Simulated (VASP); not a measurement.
Method: vdW-DF-cx, VASP's PBE PAW potentials (set 64) (plane waves; VASP).

VASP ran on this input.

File KPOINTS:
```
Automatic mesh
0
Gamma
5 5 5
0 0 0
```

**INCAR**
```
SYSTEM = KZnF3
PREC = Accurate
ENCUT = 520
EDIFF = 1E-6
NELM = 100
ALGO = Normal
LREAL = .FALSE.
LASPH = .TRUE.
ISMEAR = 0
SIGMA = 0.05
GGA = CX
LUSE_VDW = .TRUE.
AGGAC = 0.0
LMAXMIX = 4
LWAVE = .FALSE.
LCHARG = .FALSE.
IBRION = 2
ISIF = 3
NSW = 60
EDIFFG = -0.02
```

### POSCAR
```
KZnF3
1.0
  4.0500000000   0.0000000000   0.0000000000
  0.0000000000   4.0500000000   0.0000000000
  0.0000000000   0.0000000000   4.0500000000
K Zn F
1 1 3
Direct
  0.0000000000   0.0000000000   0.0000000000
  0.5000000000   0.5000000000   0.5000000000
  0.5000000000   0.0000000000   0.5000000000
  0.0000000000   0.5000000000   0.5000000000
  0.5000000000   0.5000000000   0.0000000000
```

POTCAR, in this order: K_sv Zn F (PBE.64 set). Program: vasp_std.

Task: What will the output report for the number of irreducible k-points (NKPTS), largest plane-wave count, number of space-group operations, FFT grid (NGX, NGY, NGZ)?

Result: 
```
Item                                           Value
--------------------------------------  ------------
number of irreducible k-points (NKPTS)            10
largest plane-wave count                        1795
number of space-group operations                  48
FFT grid (NGX, NGY, NGZ)                30 × 30 × 30
```

The compound is KZnF3 in the cubic perovskite structure. This run relaxes it. Symmetry was kept, so distortions that lower it aren't found.
